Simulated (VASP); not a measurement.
Calculation: RPBE GGA, VASP's PBE PAW potentials (set 64) (plane waves; VASP 6.6.1).

The input files of a VASP run:

### POSCAR
```
GdN
1.0
  0.0000000000   2.5089094122   2.5089094122
  2.5089094122   0.0000000000   2.5089094122
  2.5089094122   2.5089094122   0.0000000000
Gd N
1 1
Cart
  0.0000000000   0.0000000000   0.0000000000
  2.5089094122   2.5089094122   2.5089094122
```

KPOINTS:
```
K-points
0
gamma
  8 8 8
```

INCAR:
```
SYSTEM = GdN
PREC = Accurate
ENCUT = 520
EDIFF = 1E-6
NELM = 100
ALGO = Normal
LREAL = .FALSE.
LASPH = .TRUE.
ISMEAR = 0
SIGMA = 0.05
GGA = RP
LMAXMIX = 6
LWAVE = .FALSE.
LCHARG = .FALSE.
IBRION = 2
ISIF = 3
NSW = 60
EDIFFG = -0.01
```

POTCAR, in this order: Gd_3 N (PBE.64 set). Program: vasp_std.

The run wrote:

### OSZICAR
```
       N       E                     dE             d eps       ncg     rms          rms(c)
DAV:   1     0.442738937901E+02    0.44274E+02   -0.67461E+03   646   0.116E+03
DAV:   2    -0.148809095233E+02   -0.59155E+02   -0.55120E+02   922   0.238E+02
DAV:   3    -0.175634495774E+02   -0.26825E+01   -0.26523E+01   851   0.412E+01
DAV:   4    -0.176007670856E+02   -0.37318E-01   -0.37272E-01   806   0.426E+00
DAV:   5    -0.176015399896E+02   -0.77290E-03   -0.77253E-03   820   0.526E-01    0.257E+01
DAV:   6    -0.154903620452E+02    0.21112E+01   -0.18795E+01   743   0.260E+01    0.237E+01
DAV:   7    -0.153093960932E+02    0.18097E+00   -0.14008E+00   721   0.783E+00    0.164E+01
DAV:   8    -0.153188981191E+02   -0.95020E-02   -0.11116E-01   707   0.382E+00    0.597E+00
DAV:   9    -0.153152954306E+02    0.36027E-02   -0.98495E-03   774   0.969E-01    0.741E-01
DAV:  10    -0.153157878996E+02   -0.49247E-03   -0.70590E-04   866   0.263E-01    0.404E-01
DAV:  11    -0.153157994629E+02   -0.11563E-04   -0.75908E-05   781   0.797E-02    0.250E-02
DAV:  12    -0.153158019979E+02   -0.25350E-05   -0.81701E-06   786   0.300E-02    0.529E-03
DAV:  13    -0.153158021094E+02   -0.11149E-06   -0.57328E-07   540   0.639E-03
   1 F= -.15315802E+02 E0= -.15315702E+02  d E =-.153158E+02
```

**OUTCAR**
```
------------------------ aborting loop because EDIFF is reached ----------------------------------------
  FORCE on cell =-STRESS in cart. coord.  units (eV):
  Direction    XX          YY          ZZ          XY          YZ          ZX
  --------------------------------------------------------------------------------------
  Total        0.0004103      0.0004103      0.0004103      0.0000000      0.0000000     -0.0000000
  in kB        0.0208102      0.0208102      0.0208102      0.0000000      0.0000000     -0.0000000
  external PRESSURE =       0.0208102 kB  Pullay stress =       0.0000000 kB
  volume of cell :       31.59
      direct lattice vectors                 reciprocal lattice vectors
     0.000000000  2.508909412  2.508909412    -0.199289778  0.199289778  0.199289778
     2.508909412  0.000000000  2.508909412     0.199289778 -0.199289778  0.199289778
     2.508909412  2.508909412  0.000000000     0.199289778  0.199289778 -0.199289778
 POSITION                                       TOTAL-FORCE (eV/Angst)
 -----------------------------------------------------------------------------------
      0.00000      0.00000      0.00000         0.000000      0.000000      0.000000
      2.50891      2.50891      2.50891        -0.000000     -0.000000     -0.000000
 -----------------------------------------------------------------------------------
    total drift:                                0.000000      0.000000      0.000000
  FREE ENERGIE OF THE ION-ELECTRON SYSTEM (eV)
  ---------------------------------------------------
  free  energy   TOTEN  =       -15.3158021094 eV

  energy  without entropy=      -15.3156024239  energy(sigma->0) =      -15.31570227

 reached required accuracy - stopping structural energy minimisation
```
(Selected blocks of OUTCAR.)

The 4f electrons are frozen in the core of the lanthanide potential, so 4f levels, which can set the real gap, and their magnetism are missing.

The compound is GdN in the rock salt structure. It was relaxed first. The start is the result of an earlier pass.
